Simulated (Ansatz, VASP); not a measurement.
# One calculation of ZrTaS4, two programs

```
Zr Ta S
1.0
     0.00000    3.67774    3.67774
     3.67774    0.00000    3.67774
     3.67774    3.67774    0.00000
Zr Ta S
1 1 4
Direct
  0.00000 0.00000 0.00000
  0.75000 0.75000 0.75000
  0.37576 0.87272 0.37576
  0.37576 0.37576 0.87272
  0.37576 0.37576 0.37576
  0.87272 0.37576 0.37576
```

Alike in both runs: functional PBE; k mesh 4 × 4 × 4; occupations gaussian, width 0.1 eV; no spin polarisation.

Ansatz relaxed the structure, and its values are those at the end. VASP's run is a single point on that final structure, the one shown.

|  | VASP | Ansatz |
| --- | --- | --- |
| version | VASP 6.6.1 | Ansatz 0.2.0 |
| potentials or method | VASP PAW PBE potentials, release 64 (Zr_sv, Ta_pv, S) | scalar-relativistic, plane waves, PAW |
| plane-wave cutoff (eV) | 520 | 420 |
| valence electrons in the cell | 47 | 49 |

|  | VASP | Ansatz | Ansatz less VASP |
| --- | --- | --- | --- |
| gap on the k mesh at the Fermi level (eV) | none | none | - |
| pressure (GPa) | -0.1 | 0.0 | +0.04 |
| rms of the force components (eV/Å) | 0.006 | 0.003 | -0.0026 |

A gap of «none» marks a metal or a gap that the smearing closes. The functional is the same, so the differences come from potentials, cutoffs and numerics. The two sets of potentials don't hold the same shells in valence.

Caveats: the k mesh is coarse (spacing up to 0.37 Å⁻¹), so the values aren't converged. Spin-orbit coupling is left out, which matters for the levels of Ta.
